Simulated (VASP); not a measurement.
# YBi2H4I (P1) in VASP: single point with PBE

Aim: the single point of YBi2H4I with PBE.

All numbers are computed with VASP 6.6.1; they aren't measurements. Logs are shortened: lines on timing, memory, paths and dates and some standing lists are left out, and cuts for length are marked.

## (1) The crystal as given

The typed cell holds 8 atoms: a = 3.843 Å, b = 3.822 Å, c = 9.341 Å, α = 89.97°, β = 89.13°, γ = 90.90°.

The cell was built by a generator and needn't be a form met in nature.

## (2) Single point, PBE

INCAR reads:

```
PREC = Accurate
ENCUT = 520
EDIFF = 1E-7
ISMEAR = -1
SIGMA = 0.1
LREAL = F
LASPH = T
NELM = 100
ALGO = Fast
ISIF = 2
LWAVE = F
LCHARG = F
GGA = PE
NBANDS = 36
```

KPOINTS reads:

```
Automatic mesh
0
Gamma
  5 5 2
  0 0 0.5
```

POSCAR reads:

```
YBi2H4I
1.0
    3.8424250000     -0.0301290000      0.0291240000
   -0.0301290000      3.8215400000      0.0009480000
    0.0713740000      0.0023240000      9.3403970000
Bi Y I H
2 1 1 4
Direct
    0.4903670000      0.4933620000      0.7302280000
    0.5410910000      0.4819670000      0.2512430000
    0.9875500000      0.0213760000      0.0112910000
    0.9740340000      0.9813070000      0.5032650000
    0.4828320000      0.9925080000      0.8599930000
    0.0000000000      0.4663950000      0.8549950000
    0.4521990000      0.9948540000      0.1445220000
    0.0396480000      0.4943450000      0.1289630000
```

Potentials or basis: VASP PAW PBE potentials, release 64 (Bi_d, Y_sv, I, H).

On the command line:

```bash
$ cat potpaw_PBE.64/Bi_d/POTCAR potpaw_PBE.64/Y_sv/POTCAR potpaw_PBE.64/I/POTCAR potpaw_PBE.64/H/POTCAR > POTCAR
$ mpirun -np 1 vasp_std > vasp.out
```

OUTCAR:

```text
PREC = Accurate
   ENCUT = 520
   EDIFF = 1E-7
   ISMEAR = -1
   LREAL = F
   LASPH = T
   NELM = 100
   ISIF = 2
   GGA = PE

 ion  position               nearest neighbor table
   1  0.490  0.493  0.730-   6 2.20   5 2.26   5 2.26   6 2.30   4 3.35   4 3.43   4 3.49   4 3.50
                             3 3.69   3 3.75   3 3.83   3 3.83
   2  0.541  0.482  0.251-   7 2.14   8 2.22   7 2.23   8 2.26   3 3.32   4 3.46   3 3.46   4 3.49
                             3 3.56   4 3.70   4 3.73   3 3.75
   3  0.988  0.021  0.011-   8 2.12   7 2.20   6 2.24   8 2.31   5 2.36   7 2.39   5 2.42   6 2.58
                             2 3.32   2 3.46   2 3.56   1 3.69   1 3.75   2 3.75   1 3.83   1 3.83
   4  0.974  0.981  0.503-   1 3.35   1 3.43   2 3.46   1 3.49   2 3.49   1 3.50   2 3.70   2 3.73

   5  0.483  0.993  0.860-   1 2.26   1 2.26   3 2.36   3 2.42
   6  0.000  0.466  0.855-   1 2.20   3 2.24   1 2.30   3 2.58
   7  0.452  0.995  0.145-   2 2.14   3 2.20   2 2.23   3 2.39
   8  0.040  0.494  0.129-   3 2.12   2 2.22   2 2.26   3 2.31

  LATTYP: Found a triclinic cell.
 ALAT       =     5.3767371600
 B/A-ratio  =     0.7107765863
 C/A-ratio  =     1.7372376047
 COS(alpha) =     0.0004366079
 COS(beta)  =     0.0111861497
 COS(gamma) =     0.6995404869

  Lattice vectors:

 A1 = (   3.8122960000,   3.7914110000,   0.0300720000)
 A2 = (  -0.0301290000,   3.8215400000,   0.0009480000)
 A3 = (   0.0713740000,   0.0023240000,   9.3403970000)

Analysis of symmetry for initial positions (statically):
=====================================================================
 Subroutine PRICEL returns:
 Original cell was already a primitive cell.

 Routine SETGRP: Setting up the symmetry group for a
 triclinic supercell.

 Subroutine GETGRP returns: Found  1 space group operations
 (whereof  1 operations were pure point group operations)
 out of a pool of  2 trial point group operations.

The static configuration has the point symmetry C_1 .

Analysis of symmetry for dynamics (positions and initial velocities):
=====================================================================
 Subroutine PRICEL returns:
 Original cell was already a primitive cell.

 Routine SETGRP: Setting up the symmetry group for a
 triclinic supercell.

 Subroutine GETGRP returns: Found  1 space group operations
 (whereof  1 operations were pure point group operations)
 out of a pool of  2 trial point group operations.

The dynamic configuration has the point symmetry C_1 .
[... 116 lines left out ...]
   ISIF   =      2    stress and relaxation
   ISYM   =      2    0-nonsym 1-usesym 2-fastsym
   POTIM  = 0.5000    time-step for ionic-motion
   TEBEG  =    0.0;   TEEND  =   0.0 temperature during run
   PSTRESS=    0.0 pullay stress
   NELECT =      52.0000    total number of electrons
   NUPDOWN=      -1.0000    fix difference up-down
   EMIN   =  10.00;   EMAX   =-10.00  energy-range for DOS
   EFERMI =   0.00;   METHOD = LEGACY
   ISMEAR =    -1;   SIGMA  =   0.10  broadening in eV -4-tet -1-fermi 0-gaus
   EFERMI_NEDOS =   21; number of points for ismear=-14 and -15
   IALGO  =     68    algorithm
   IMIX   =      4    mixing-type and parameters
     AMIX     =   0.40;   BMIX     =  1.00
     AMIX_MAG =   1.60;   BMIX_MAG =  1.00
  volume/ion in A,a.u.               =      17.14       115.68
  Fermi-wavevector in a.u.,A,eV,Ry     =   1.184923  2.239180 19.103168  1.404043
  Thomas-Fermi vector in A             =   2.321128
   LORBIT       =      0    0 simple, 1 ext, 2 COOP (PROOUT), +10 PAW based schemes
   GGA     = PE    functional components
   LHFCALC =     F    Hartree Fock is set to
   AEXX    =    0.0000 exact exchange contribution
   IVDW    =     0    specifies the selected vdW correction
   LEPSILON=     F    determine dielectric tensor
   LRPA    =     F    only Hartree local field effects (RPA)
 non-spin polarized calculation
 RMM-DIIS sequential band-by-band and
  energy-cutoff  :      520.00
  volume of cell :      137.14
 maximum number of plane-waves:      3709
 NGX is ok and might be reduce to    30
   NGX = 15   NGY = 15   NGZ = 35

 number of electron      52.0000000 magnetization

 Free energy of the ion-electron system (eV)
  ---------------------------------------------------
  ext. energy  EPLUGINS =         0.00000000
  ---------------------------------------------------
  free energy    TOTEN  =       -28.62208620 eV

  energy without entropy =      -28.49917608  energy(sigma->0) =      -28.56063114

 E-fermi :   6.6744     XC(G=0):  -9.9203

 val. band max:        6.6420538217   @ k =   0.4000   0.4000   0.2500
 cond. band min:       6.7179053662   @ k =   0.0000  -0.4000   0.2500
 fundamental gap:      0.0758515445
 Fermi energy:         6.6744157813

 k-point     1 :       0.0000    0.0000    0.2500
  band No.  band energies     occupation
      1     -36.5402      2.00000
      2     -17.2134      2.00000
      3     -17.1366      2.00000
      4     -17.1191      2.00000
      5     -17.1099      2.00000
      6     -17.1058      2.00000
[... 925 lines left out ...]
     35      11.3415      0.00000
     36      11.9509      0.00000

 [... further k-points ...]

------------------------ aborting loop because EDIFF is reached ----------------------------------------

  FORCE on cell =-STRESS in cart. coord.  units (eV):
  Direction    XX          YY          ZZ          XY          YZ          ZX
  --------------------------------------------------------------------------------------
  -------------------------------------------------------------------------------------
  Total        3.5665768      4.1169720      1.6796048      0.1022158      0.2136891     -0.2164003
  in kB       41.6682309     48.0984849     19.6227827      1.1941849      2.4965250     -2.5282000
  external PRESSURE =      36.4631662 kB  Pullay stress =       0.0000000 kB

 VOLUME and BASIS-vectors are now :
 -----------------------------------------------------------------------------
  energy-cutoff  :      520.00
  volume of cell :      137.14
      direct lattice vectors                 reciprocal lattice vectors
     3.842425000 -0.030129000  0.029124000     0.260283488  0.002052567 -0.001989449
    -0.030129000  3.821540000  0.000948000     0.002052567  0.261690815 -0.000080796
     0.071374000  0.002324000  9.340397000    -0.000811790 -0.000032960  0.107068042

 POSITION                                       TOTAL-FORCE (eV/Angst)
 -----------------------------------------------------------------------------------
      1.92145      1.87233      6.83537        -0.125190     -0.064480      0.764982
      2.08251      1.82614      2.36293        -0.461150      0.077464     -0.044585
      3.79475      0.05196      0.13424        -0.092864     -0.562352     -0.607667
      3.74901      3.72193      4.72999         0.159706      0.003052     -0.020509
      1.88672      3.78036      8.04768         0.062162      0.013158      0.273385
      0.04697      1.78433      7.98643        -0.016256      0.268921      0.116609
      1.71788      3.78859      1.36401         0.376602     -0.022936     -0.317409
      0.14665      1.88826      1.20619         0.096990      0.287175     -0.164806
 -----------------------------------------------------------------------------------
    total drift:                                0.000424     -0.000537     -0.001114

  FREE ENERGIE OF THE ION-ELECTRON SYSTEM (eV)
  ---------------------------------------------------
  free  energy   TOTEN  =       -28.6220862013 eV

  energy  without entropy=      -28.4991760826  energy(sigma->0) =      -28.56063114
```

Run time: 5.2 min. Hardware: 1 thread of AMD EPYC 9R14 (Zen 4), shared host; peak memory 0.3 GiB.

What came out:

```
Free energy            : -28.6221 eV
Pressure               : 3.6 GPa
Largest force          : 0.833 eV/Å
Band gap on the k mesh : none (metal or under the smearing width)
```

Forces in eV/Å, atoms in the order of the input:
```
Bi  -0.125 -0.064  0.765
Bi  -0.461  0.077 -0.045
Y   -0.093 -0.562 -0.608
I    0.160  0.003 -0.021
H    0.062  0.013  0.273
H   -0.016  0.269  0.117
H    0.377 -0.023 -0.317
H    0.097  0.287 -0.165
```

Stress tensor (GPa, compression positive):
```
 4.17  0.12 -0.25
 0.12  4.81  0.25
-0.25  0.25  1.96
```

Levels at points of the mesh, in eV from the Fermi level:
| k point | band 22 | band 23 | band 24 | band 25 | band 26 | band 27 | band 28 | band 29 | band 30 | band 31 |
| --- | --- | --- | --- | --- | --- | --- | --- | --- | --- | --- |
| (0.00, 0.00, 0.25) | -2.75 | -2.66 | -2.46 | -0.48 | -0.37 | 0.07 | 0.44 | 0.61 | 1.94 | 3.05 |

Caveat: spin-orbit coupling is left out, which moves the levels of the heavy elements.
